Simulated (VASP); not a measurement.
Set up this calculation in VASP 6.6.1, as the native input.

* Task: single point
* Functional: PBE
* Dispersion: D3(BJ)
* Potentials or basis: VASP PAW PBE potentials, release 64 (O, H, Li_sv)
* Cutoff: 520 eV
* k mesh: 1 × 1 × 1
* Occupations: fermi-dirac, width 0.05 eV
* Spin: no spin polarisation
* Dipole correction: no
* Further INCAR settings: LREAL = Auto; ALGO = Normal; EDIFF = 1e-07; NBANDS = 56

The structure of LiH17O9 lies in POSCAR:

```
LiH17O9
1.0
    6.3462950000      0.0000000000      0.0000000000
    0.0000000000      6.3462950000      0.0000000000
    0.0000000000      0.0000000000      6.3462950000
O H Li
9 17 1
Direct
    0.7729549288      0.6730856350      0.9602295513
    0.3285696615      0.5996412080      0.1910878710
    0.2195926915      0.0053259421      0.3198559159
   -0.1054000799      0.2202702522      0.7482475996
    0.2139043332      0.9144705690      0.7873412755
    0.7579382931      0.7453482701      0.4666817411
    0.5485090120      1.0376763135      0.9852205105
   -0.0145281617      0.3042720201      0.1392465998
    0.6173838436      0.2512016854      0.3447050602
    0.6726759471      0.7978513448      0.9404542335
    0.7415035072      0.5614141795      0.8516622691
    0.2776580666      0.7444816227      0.2157006568
    0.2125492118      0.5046093823      0.1719428422
    0.3274981702      0.1109308660      0.3055325982
    0.2143928071     -0.0385894447      0.4712670936
    0.0186723120      0.1387581258      0.7043794844
   -0.0693317912      0.2566694426      0.9016126732
    0.1092763573      0.8497556448      0.8909607889
    0.3199347021      0.9785394470      0.8907559450
    0.8966806617      0.6842102361      0.4871346195
    0.7646981428      0.8894638525      0.4200718687
    0.5959225028      1.0836401396      1.1198502433
    0.6723765599      1.0852631338      0.8945849507
   -0.1537747615      0.2921389567      0.2203963100
    0.0764698143      0.1903630386      0.1981628651
    0.7019056000      0.2144558360      0.4750960994
    0.6040847455      0.5252671047      0.2851112342
```

The cell was built by a generator and needn't be a form met in nature.

These files were run (other wordings do the same):

INCAR

```
  PREC = Accurate
  ENCUT = 520
  EDIFF = 1E-7
  ISMEAR = -1
  SIGMA = 0.05
  LREAL = Auto
  LASPH = True
  NELM = 80
  ALGO = Normal
  ISIF = 2
  LWAVE = False
  LCHARG = False
  GGA = PE
  IVDW = 12
  NBANDS = 56
```

KPOINTS

```
regular mesh
0
Gamma
  1 1 1
```

Potentials or basis: VASP PAW PBE potentials, release 64 (O, H, Li_sv).

The run is started by

```console
$ cat potpaw_PBE.64/O/POTCAR potpaw_PBE.64/H/POTCAR potpaw_PBE.64/Li_sv/POTCAR > POTCAR
$ mpirun -np 1 vasp_gam > vasp.out
```

Results of the run:

The largest force is 2.669 eV/Å, the band gap on the k mesh is 4.12 eV, direct and the dispersion energy per atom is -0.042 eV.

It took 60 s on 1 thread of Intel(R) Xeon(R) Platinum 8175M CPU @ 2.50GHz (Skylake/Cascade Lake), on a shared host, peak memory 0.3 GiB.
